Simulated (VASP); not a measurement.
LiF:

```
CELL_PARAMETERS angstrom
0.00000 2.02704 2.02704
2.02704 0.00000 2.02704
2.02704 2.02704 0.00000
ATOMIC_POSITIONS crystal
Li 0.00000 0.00000 0.00000
F 0.50000 0.50000 0.50000
```

The cell was built by a generator and needn't be a form met in nature.

Base run:

* Program: VASP 6.6.1
* Functional: HSE06
* Potentials or basis: VASP PAW PBE potentials, release 64 (Li_sv, F)
* Cutoff: 520 eV
* k mesh: 8 × 8 × 8
* Occupations: gaussian, width 0.02 eV
* Spin: no spin polarisation

Its results: band gap on the k mesh 11.23 eV, direct.

**Question.** After a change of settings the same cell gave: band gap on the k mesh 11.96 eV, direct. Which change was it?
A. functional from HSE06 to PBE0
B. functional from HSE06 to r2SCAN; k mesh from 8 × 8 × 8 to 12 × 12 × 12
C. further incar settings from ALGO = Normal; EDIFF = 1e-07; NBANDS = 12 to ALGO = Normal; EDIFF = 1e-07

**Answer.** A.
